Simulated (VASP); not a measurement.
These are SCAN meta-GGA, VASP's PBE PAW potentials (set 64) (plane waves; VASP 6.6.1) values and carry that method's errors.

VASP ran on this input.

INCAR:
```
# general
SYSTEM =Te
PREC   =Accurate
ENCUT  =520   # plane-wave cut-off (eV)
LREAL  =.False.
LASPH  =.True.   # aspherical one-centre terms

# electronic loop
EDIFF  =1E-7
NELM   =100
ALGO   =Normal
LMAXMIX=4
LMIXTAU=.True.

# smearing
ISMEAR =0   # Gaussian
SIGMA  =0.05   # width (eV)

# functional
METAGGA=SCAN

# ions
IBRION =2   # conjugate gradients
NSW    =30
ISIF   =4   # ions and shape, fixed volume
EDIFFG =-0.01   # ionic stop

# output
LWAVE  =.False.
LCHARG =.False.
```

KPOINTS:
```
Regular mesh
0
Gamma
  6 6 4
0 0 0
```

File POSCAR:
```
Te
1
    2.2517850277    -3.9002057725     0.0000000000
    2.2517850277     3.9002057725     0.0000000000
    0.0000000000     0.0000000000     5.9996184424
Te
3
Direct
  0.0000000000   0.2672507186   0.6666670000
  0.7327492814   0.7327492814   0.0000000000
  0.2672507186   0.0000000000   0.3333330000
```

POTCAR, in this order: Te (PBE.64 set). Program: vasp_std.

The run wrote:

**OSZICAR**
```
       N       E                     dE             d eps       ncg     rms          rms(c)
DAV:   1    -0.270820448991E+02   -0.27082E+02   -0.67164E+03   624   0.113E+03
DAV:   2    -0.109170973164E+03   -0.82089E+02   -0.78991E+02   827   0.154E+02
DAV:   3    -0.114608057308E+03   -0.54371E+01   -0.53784E+01   754   0.459E+01
DAV:   4    -0.114709261387E+03   -0.10120E+00   -0.10113E+00   751   0.754E+00
DAV:   5    -0.114710735282E+03   -0.14739E-02   -0.14739E-02   797   0.883E-01    0.124E+01
DAV:   6    -0.112123968239E+03    0.25868E+01   -0.36056E-01   624   0.650E+00    0.937E+00
DAV:   7    -0.110641291095E+03    0.14827E+01   -0.16261E+00   629   0.902E+00    0.671E+00
DAV:   8    -0.111700692696E+03   -0.10594E+01   -0.13506E+00   624   0.107E+01    0.119E+00
DAV:   9    -0.111578576501E+03    0.12212E+00   -0.20203E-01   624   0.552E+00    0.180E+00
DAV:  10    -0.111671339077E+03   -0.92763E-01   -0.59024E-02   624   0.314E+00    0.718E-01
DAV:  11    -0.111748154503E+03   -0.76815E-01   -0.13462E-01   624   0.505E+00    0.292E-01
DAV:  12    -0.111745978495E+03    0.21760E-02   -0.15324E-02   624   0.141E+00    0.283E-01
DAV:  13    -0.111747950634E+03   -0.19721E-02   -0.38481E-03   644   0.708E-01    0.693E-02
DAV:  14    -0.111747155305E+03    0.79533E-03   -0.31607E-04   699   0.249E-01    0.491E-02
DAV:  15    -0.111746009425E+03    0.11459E-02   -0.13330E-02   624   0.167E+00    0.101E-01
DAV:  16    -0.111746271349E+03   -0.26192E-03   -0.61712E-03   624   0.108E+00    0.467E-02
DAV:  17    -0.111746281653E+03   -0.10305E-04   -0.21807E-04   624   0.161E-01    0.242E-02
DAV:  18    -0.111746269599E+03    0.12055E-04   -0.10175E-04   624   0.129E-01    0.168E-02
DAV:  19    -0.111746344699E+03   -0.75100E-04   -0.92578E-05   624   0.144E-01    0.198E-02
DAV:  20    -0.111746362582E+03   -0.17883E-04   -0.15613E-05   664   0.504E-02    0.297E-02
DAV:  21    -0.111746364157E+03   -0.15755E-05   -0.59887E-07   729   0.899E-03    0.231E-02
DAV:  22    -0.111746365951E+03   -0.17935E-05   -0.20903E-06   624   0.182E-02    0.122E-02
DAV:  23    -0.111746369459E+03   -0.35081E-05   -0.40364E-06   624   0.277E-02    0.798E-03
DAV:  24    -0.111746368835E+03    0.62379E-06   -0.24130E-07   455   0.656E-03    0.521E-03
DAV:  25    -0.111746368737E+03    0.98208E-07   -0.26563E-07   552   0.704E-03
   1 F= -.11174637E+03 E0= -.11174637E+03  d E =-.111746E+03
       N       E                     dE             d eps       ncg     rms          rms(c)
DAV:   1    -0.111750854210E+03   -0.44854E-02   -0.17750E-01   624   0.252E+00    0.418E-01
DAV:   2    -0.111750979527E+03   -0.12532E-03   -0.95347E-03   634   0.940E-01    0.984E-02
DAV:   3    -0.111750818570E+03    0.16096E-03   -0.86011E-04   679   0.392E-01    0.109E-01
DAV:   4    -0.111751256844E+03   -0.43827E-03   -0.14557E-03   624   0.421E-01    0.841E-02
DAV:   5    -0.111750970727E+03    0.28612E-03   -0.21298E-03   624   0.581E-01    0.617E-02
DAV:   6    -0.111750897966E+03    0.72760E-04   -0.20182E-04   624   0.155E-01    0.846E-03
DAV:   7    -0.111750896783E+03    0.11837E-05   -0.15440E-05   644   0.544E-02    0.627E-03
DAV:   8    -0.111750902087E+03   -0.53042E-05   -0.17476E-05   624   0.621E-02    0.353E-03
DAV:   9    -0.111750898332E+03    0.37551E-05   -0.22747E-05   624   0.707E-02    0.201E-03
DAV:  10    -0.111750896922E+03    0.14092E-05   -0.31129E-06   624   0.261E-02    0.438E-04
DAV:  11    -0.111750897083E+03   -0.16076E-06   -0.23279E-07   452   0.616E-03    0.401E-04
DAV:  12    -0.111750897120E+03   -0.36729E-07   -0.14584E-08   312   0.168E-03
   2 F= -.11175090E+03 E0= -.11175090E+03  d E =-.452838E-02
       N       E                     dE             d eps       ncg     rms          rms(c)
DAV:   1    -0.111754101889E+03   -0.32048E-02   -0.49846E-01   624   0.421E+00    0.720E-01
DAV:   2    -0.111754588185E+03   -0.48630E-03   -0.26886E-02   634   0.157E+00    0.171E-01
DAV:   3    -0.111754107061E+03    0.48112E-03   -0.23442E-03   674   0.638E-01    0.187E-01
DAV:   4    -0.111755181598E+03   -0.10745E-02   -0.37288E-03   624   0.673E-01    0.140E-01
DAV:   5    -0.111754534047E+03    0.64755E-03   -0.57311E-03   624   0.952E-01    0.107E-01
DAV:   6    -0.111754313436E+03    0.22061E-03   -0.62213E-04   624   0.276E-01    0.145E-02
DAV:   7    -0.111754311316E+03    0.21202E-05   -0.44536E-05   644   0.924E-02    0.883E-03
DAV:   8    -0.111754321440E+03   -0.10125E-04   -0.47680E-05   624   0.103E-01    0.455E-03
DAV:   9    -0.111754314671E+03    0.67695E-05   -0.57172E-05   624   0.113E-01    0.296E-03
DAV:  10    -0.111754310649E+03    0.40218E-05   -0.94379E-06   624   0.461E-02    0.689E-04
DAV:  11    -0.111754310798E+03   -0.14899E-06   -0.43841E-07   664   0.826E-03    0.651E-04
DAV:  12    -0.111754310883E+03   -0.85315E-07   -0.23029E-08   312   0.217E-03
   3 F= -.11175431E+03 E0= -.11175431E+03  d E =-.794215E-02
       N       E                     dE             d eps       ncg     rms          rms(c)
DAV:   1    -0.111754365219E+03   -0.54421E-04   -0.10072E-02   624   0.598E-01    0.101E-01
DAV:   2    -0.111754363133E+03    0.20857E-05   -0.54442E-04   639   0.223E-01    0.236E-02
DAV:   3    -0.111754357021E+03    0.61122E-05   -0.47218E-05   669   0.916E-02    0.262E-02
DAV:   4    -0.111754381421E+03   -0.24400E-04   -0.74663E-05   624   0.977E-02    0.193E-02
DAV:   5    -0.111754371771E+03    0.96495E-05   -0.14061E-04   624   0.153E-01    0.175E-02
DAV:   6    -0.111754363911E+03    0.78602E-05   -0.20305E-05   624   0.508E-02    0.211E-03
DAV:   7    -0.111754363581E+03    0.32975E-06   -0.99222E-07   654   0.135E-02    0.131E-03
DAV:   8    -0.111754364008E+03   -0.42611E-06   -0.68194E-07   624   0.123E-02    0.482E-04
DAV:   9    -0.111754363794E+03    0.21352E-06   -0.11798E-06   624   0.161E-02    0.763E-04
DAV:  10    -0.111754363738E+03    0.56194E-07   -0.25873E-07   528   0.761E-03
   4 F= -.11175436E+03 E0= -.11175436E+03  d E =-.799500E-02
```

**OUTCAR**
```
------------------------ aborting loop because EDIFF is reached ----------------------------------------
  FORCE on cell =-STRESS in cart. coord.  units (eV):
  Direction    XX          YY          ZZ          XY          YZ          ZX
  --------------------------------------------------------------------------------------
  Total       -0.3336108     -0.3336107     -0.2988971      0.0000000     -0.0000000      0.0000000
  in kB       -5.0720392     -5.0720385     -4.5442713      0.0000000     -0.0000000      0.0000000
  external PRESSURE =      -4.8961163 kB  Pullay stress =       0.0000000 kB
  volume of cell :      105.38
      direct lattice vectors                 reciprocal lattice vectors
     2.268946679 -3.929930643  0.000000000     0.220366571 -0.127228708 -0.000000000
     2.268946679  3.929930643  0.000000000     0.220366571  0.127228708  0.000000000
    -0.000000000 -0.000000000  5.909202918     0.000000000  0.000000000  0.169227561
 POSITION                                       TOTAL-FORCE (eV/Angst)
 -----------------------------------------------------------------------------------
      2.86541     -2.89683      3.93947        -0.004099     -0.007100      0.000000
      3.34497     -0.00000      0.00000         0.008199      0.000000      0.000000
      2.86541      2.89683      1.96973        -0.004099      0.007100     -0.000000
 -----------------------------------------------------------------------------------
    total drift:                               -0.000244     -0.000407      0.000014
  FREE ENERGIE OF THE ION-ELECTRON SYSTEM (eV)
  ---------------------------------------------------
  free  energy   TOTEN  =      -111.7543637379 eV

  energy  without entropy=     -111.7543637313  energy(sigma->0) =     -111.75436373

 reached required accuracy - stopping structural energy minimisation
```
(Selected blocks of OUTCAR.)

**CONTCAR**
```
Te
   1.00000000000000
     2.2689466790688222   -3.9299306426611906    0.0000000000000000
     2.2689466790688222    3.9299306426611906    0.0000000000000000
    -0.0000000000000000   -0.0000000000000000    5.9092029176036052
  Te
     3
Direct
     0.9999999999969091    0.2628803840563082    0.6666669999999968
     0.7371196159467827    0.7371196159467827    0.0000000000000000
     0.2628803840563082    0.9999999999969091    0.3333330000000032
```

The compound is Te in the trig structure. This cell is one point of a volume scan, at 1.03 of the reference volume. Symmetry was kept, so distortions that lower it aren't found.
